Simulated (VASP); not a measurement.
All values below come from SCAN meta-GGA, VASP's PBE PAW potentials (set 64) (plane waves; VASP).

VASP ran on this input.

**INCAR**
```
SYSTEM = TiC
PREC = Accurate
ENCUT = 520
EDIFF = 1E-7
NELM = 100
ALGO = Normal
LREAL = .FALSE.
LASPH = .TRUE.
ISMEAR = 1
SIGMA = 0.1
METAGGA = SCAN
LMIXTAU = .TRUE.
LMAXMIX = 4
LWAVE = .FALSE.
LCHARG = .FALSE.
ISIF = 2
```

### POSCAR
```
TiC
1
    0.0000000000     2.2058867837     2.2058867837
    2.2058867837     0.0000000000     2.2058867837
    2.2058867837     2.2058867837     0.0000000000
Ti C
1 1
Direct
  0.0000000000   0.0000000000   0.0000000000
  0.5000000000   0.5000000000   0.5000000000
```

KPOINTS:
```
Automatic mesh
0
Gamma
14 14 14
0 0 0
```

POTCAR, in this order: Ti_sv C (PBE.64 set). Program: vasp_std.

The run wrote:

### OSZICAR
```
       N       E                     dE             d eps       ncg     rms          rms(c)
DAV:   1     0.112155548569E+03    0.11216E+03   -0.85558E+03  2496   0.160E+03
DAV:   2    -0.268411850574E+02   -0.13900E+03   -0.13294E+03  2604   0.393E+02
DAV:   3    -0.368570614474E+02   -0.10016E+02   -0.96269E+01  3276   0.102E+02
DAV:   4    -0.373738028644E+02   -0.51674E+00   -0.51560E+00  3368   0.216E+01
DAV:   5    -0.373935545958E+02   -0.19752E-01   -0.19749E-01  3300   0.372E+00    0.183E+01
DAV:   6    -0.286316396779E+02    0.87619E+01   -0.28079E+01  3352   0.820E+01    0.526E+00
DAV:   7    -0.280527413918E+02    0.57890E+00   -0.36773E+00  2932   0.262E+01    0.396E+00
DAV:   8    -0.280212487194E+02    0.31493E-01   -0.19984E-01  2796   0.578E+00    0.234E+00
DAV:   9    -0.280445471834E+02   -0.23298E-01   -0.13697E-01  2768   0.552E+00    0.958E-01
DAV:  10    -0.280418699318E+02    0.26773E-02   -0.84817E-02  2964   0.427E+00    0.323E-01
DAV:  11    -0.280470643038E+02   -0.51944E-02   -0.68564E-03  2660   0.116E+00    0.143E-01
DAV:  12    -0.280489302453E+02   -0.18659E-02   -0.32845E-03  2660   0.742E-01    0.367E-02
DAV:  13    -0.280485172205E+02    0.41302E-03   -0.84041E-04  2520   0.417E-01    0.291E-02
DAV:  14    -0.280486569467E+02   -0.13973E-03   -0.14588E-04  3152   0.138E-01    0.652E-03
DAV:  15    -0.280486741515E+02   -0.17205E-04   -0.13187E-05  2836   0.493E-02    0.319E-03
DAV:  16    -0.280486817936E+02   -0.76421E-05   -0.20357E-06  2880   0.169E-02    0.217E-03
DAV:  17    -0.280486822915E+02   -0.49795E-06   -0.45086E-07  2632   0.830E-03    0.119E-03
DAV:  18    -0.280486814923E+02    0.79926E-06   -0.96330E-08  1516   0.388E-03    0.229E-04
DAV:  19    -0.280486806509E+02    0.84134E-06   -0.18968E-08  1344   0.196E-03    0.152E-04
DAV:  20    -0.280486807085E+02   -0.57620E-07   -0.46147E-09  1344   0.873E-04
   1 F= -.28048681E+02 E0= -.28048647E+02  d E =-.102092E-03
```

### OUTCAR
```
------------------------ aborting loop because EDIFF is reached ----------------------------------------
  FORCE on cell =-STRESS in cart. coord.  units (eV):
  Direction    XX          YY          ZZ          XY          YZ          ZX
  --------------------------------------------------------------------------------------
  Total       -1.9384493     -1.9384493     -1.9384493      0.0000000      0.0000000      0.0000000
  in kB     -144.6722990   -144.6722990   -144.6722990      0.0000000      0.0000000      0.0000000
  external PRESSURE =    -144.6722990 kB  Pullay stress =       0.0000000 kB
  volume of cell :       21.47
      direct lattice vectors                 reciprocal lattice vectors
     0.000000000  2.205886784  2.205886784    -0.226666211  0.226666211  0.226666211
     2.205886784  0.000000000  2.205886784     0.226666211 -0.226666211  0.226666211
     2.205886784  2.205886784  0.000000000     0.226666211  0.226666211 -0.226666211
 POSITION                                       TOTAL-FORCE (eV/Angst)
 -----------------------------------------------------------------------------------
      0.00000      0.00000      0.00000         0.000000      0.000000     -0.000000
      2.20589      2.20589      2.20589         0.000000      0.000000      0.000000
 -----------------------------------------------------------------------------------
    total drift:                                0.000000     -0.000000     -0.000000
  FREE ENERGIE OF THE ION-ELECTRON SYSTEM (eV)
  ---------------------------------------------------
  free  energy   TOTEN  =       -28.0486807085 eV

  energy  without entropy=      -28.0485786161  energy(sigma->0) =      -28.04864668
```
(Selected blocks of OUTCAR.)

The compound is TiC in the rock salt structure. This cell is one point of a volume scan, at 1.06 of the reference volume.
